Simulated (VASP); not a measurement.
## Ca₂C in VASP 6.6.1, single-point calculation

INCAR

```
LWAVE = .FALSE.
EDIFF = 1E-7
IBRION = -1
LCHARG = .FALSE.
METAGGA = RTPSS
NELM = 97
NBANDS = 19
LASPH = .TRUE.
ENCUT = 520
PREC = Accurate
ISMEAR = -1
LREAL = .FALSE.
NSW = 0
SIGMA = 0.02
ISIF = 2
```

KPOINTS

```
KPOINTS created by Atomic Simulation Environment
0
Gamma
8 8 8
0 0 0
```

POSCAR

```
C  Ca
 1.0000000000000000
     0.0000000000000000    3.0400414738000001    3.1422679096000001
     3.0400414738000001    0.0000000000000000    3.1422679096000001
     3.0400414738000001    3.0400414738000001    0.0000000000000000
 C   Ca
   1   2
Cartesian
  0.0000000000000000  0.0000000000000000  0.0000000000000000
  1.5200207369000001  1.5200207369000001  1.5711339548000001
  4.5600622107000000  4.5600622107000000  4.7134018643999998
```

The recommended PBE PAW datasets give the neutral cell 24 valence electrons.

Command

```
mpirun -np 1 vasp_std
```

OSZICAR

```
N       E                     dE             d eps       ncg     rms          rms(c)
DAV:   1     0.186735516960E+03    0.18674E+03   -0.13182E+04  3455   0.193E+03
DAV:   2    -0.233577234523E+02   -0.21009E+03   -0.20609E+03  2284   0.413E+02
DAV:   3    -0.468536257630E+02   -0.23496E+02   -0.22843E+02  4484   0.158E+02
DAV:   4    -0.508900531351E+02   -0.40364E+01   -0.39887E+01  3454   0.386E+01
DAV:   5    -0.516214031550E+02   -0.73135E+00   -0.72915E+00  4104   0.190E+01    0.505E+00
DAV:   6    -0.143741188193E+02    0.37247E+02   -0.25695E+01  3915   0.367E+01    0.626E+00
DAV:   7    -0.145412993767E+02   -0.16718E+00   -0.43358E+00  3471   0.149E+01    0.563E+00
DAV:   8    -0.142900166412E+02    0.25128E+00   -0.10901E-01  2886   0.375E+00    0.376E+00
DAV:   9    -0.142683555613E+02    0.21661E-01   -0.34152E+00  3619   0.598E+00    0.302E+00
DAV:  10    -0.145560876486E+02   -0.28773E+00   -0.13832E+00  3741   0.513E+00    0.571E+00
...
DAV:  18    -0.141564843968E+02   -0.23538E-02   -0.54434E-03  3570   0.403E-01    0.183E-02
DAV:  19    -0.141569362934E+02   -0.45190E-03   -0.94053E-04  3721   0.192E-01    0.198E-02
DAV:  20    -0.141569808720E+02   -0.44579E-04   -0.12475E-04  3614   0.809E-02    0.201E-02
DAV:  21    -0.141569835688E+02   -0.26968E-05   -0.13405E-05  3746   0.272E-02    0.136E-02
DAV:  22    -0.141569859330E+02   -0.23642E-05   -0.14200E-06  3097   0.671E-03    0.838E-03
DAV:  23    -0.141569877459E+02   -0.18129E-05   -0.11695E-06  3465   0.395E-03    0.480E-03
DAV:  24    -0.141569902345E+02   -0.24886E-05   -0.17795E-06  3096   0.485E-03    0.582E-04
DAV:  25    -0.141569905675E+02   -0.33301E-06   -0.35200E-07  2730   0.388E-03    0.179E-04
DAV:  26    -0.141569905643E+02    0.32142E-08   -0.60512E-08  1465   0.245E-03
   1 F= -.14156991E+02 E0= -.14156876E+02  d E =-.228358E-03
```

From OUTCAR

```
k-points           NKPTS =     59   k-points in BZ     NKDIM =     59   number of bands    NBANDS=     19

   NELECT =      24.0000    total number of electrons

   dimension x,y,z NGX =    36 NGY =   36 NGZ =   32
   dimension x,y,z NGXF=    72 NGYF=   72 NGZF=   64

  energy-cutoff  :      520.00
  volume of cell :       58.08
      direct lattice vectors                 reciprocal lattice vectors
     0.000000000  3.040041474  3.142267910    -0.164471440  0.164471440  0.159120742
     3.040041474  0.000000000  3.142267910     0.164471440 -0.164471440  0.159120742
     3.040041474  3.040041474  0.000000000     0.164471440  0.164471440 -0.159120742

 k-points in reciprocal lattice and weights: KPOINTS created by Atomic Simulation Env
   0.00000000  0.00000000  0.00000000       0.002
   0.12500000  0.00000000  0.00000000       0.016
   0.25000000  0.00000000  0.00000000       0.016
   0.37500000 -0.00000000  0.00000000       0.016
   0.50000000  0.00000000  0.00000000       0.008
   0.12500000  0.12500000  0.00000000       0.004
   0.25000000  0.12500000  0.00000000       0.016
   0.37500000  0.12500000  0.00000000       0.016
   ...

 E-fermi :   3.6490

 k-point     1 :       0.0000    0.0000    0.0000
  band No.  band energies     occupation
      1     -37.4610      2.00000
      2     -37.1988      2.00000
      3     -18.1642      2.00000
      4     -18.1642      2.00000
      5     -18.0002      2.00000
      6     -17.6217      2.00000
      7     -17.5820      2.00000
      8     -17.5820      2.00000
      9      -5.3086      2.00000
     10       2.2663      2.00000
     11       2.4060      2.00000
     12       2.4060      2.00000
     13       4.4549      0.00000
     14       5.4717      0.00000
     15       5.4781      0.00000
     16       9.4179      0.00000
     17       9.9010      0.00000
     18       9.9010      0.00000
     19      10.6672      0.00000

 k-point     2 :       0.1250    0.0000    0.0000
  band No.  band energies     occupation
      1     -37.4506      2.00000
      2     -37.2084      2.00000
      3     -18.1499      2.00000
      4     -18.1448      2.00000
      5     -17.9903      2.00000
      6     -17.6430      2.00000
      7     -17.6140      2.00000
      8     -17.6071      2.00000
      9      -5.2123      2.00000
     10       2.0155      2.00000
     11       2.4116      2.00000
     12       2.5033      2.00000
     13       5.1387      0.00000
     14       5.5804      0.00000
     15       5.5871      0.00000
     16       8.8953      0.00000
     17       9.5060      0.00000
     18       9.6541      0.00000
     19      10.8013      0.00000

 k-point     3 :       0.2500    0.0000    0.0000
  band No.  band energies     occupation
      1     -37.4212      2.00000
      2     -37.2358      2.00000
      3     -18.1072      2.00000
      4     -18.0885      2.00000
      5     -17.9602      2.00000
      6     -17.7155      2.00000
      7     -17.6835      2.00000
      8     -17.6772      2.00000
      9      -4.9811      2.00000
     10       1.6392      2.00000
     11       2.6471      2.00000
     12       2.7553      2.00000
     13       5.8370      0.00000
     14       5.9132      0.00000
     15       6.3405      0.00000
     16       8.1487      0.00000
     17       9.0666      0.00000
     18       9.1220      0.00000
     19       9.9862      0.00000

 ...

  Total        2.1609079      2.1609079      0.4714099      0.0000000      0.0000000      0.0000000
  in kB       59.6093804     59.6093804     13.0040025      0.0000000      0.0000000      0.0000000
  external PRESSURE =      44.0742544 kB  Pullay stress =       0.0000000 kB

 POSITION                                       TOTAL-FORCE (eV/Angst)
 -----------------------------------------------------------------------------------
      0.00000      0.00000      0.00000         0.000000     -0.000000      0.000000
      1.52002      1.52002      1.57113        -0.000000     -0.000000      0.000000
      4.56006      4.56006      4.71340         0.000000      0.000000     -0.000000
 -----------------------------------------------------------------------------------
    total drift:                                0.000000      0.000000      0.000000

  FREE ENERGIE OF THE ION-ELECTRON SYSTEM (eV)
  ---------------------------------------------------
  free  energy   TOTEN  =       -14.1569905643 eV

  energy  without entropy=      -14.1567622063  energy(sigma->0) =      -14.15687639
```

It converged. Results: gap between bands v and c on the k mesh 0.00 eV; least direct gap on the k mesh 0.00 eV; pressure 4.4 GPa. Band v is the last that the valence electrons fill when counted band by band, and c is the next.

For comparison, a separate PBE run of the intended cell, on usual settings and not on those above, gives a gap of 0.00 eV on its mesh and a pressure of 4.2 GPa.

The run above took about 3.4 min on one core of a shared host (Intel Xeon 6975P-C) and held 0.24 GiB at most.
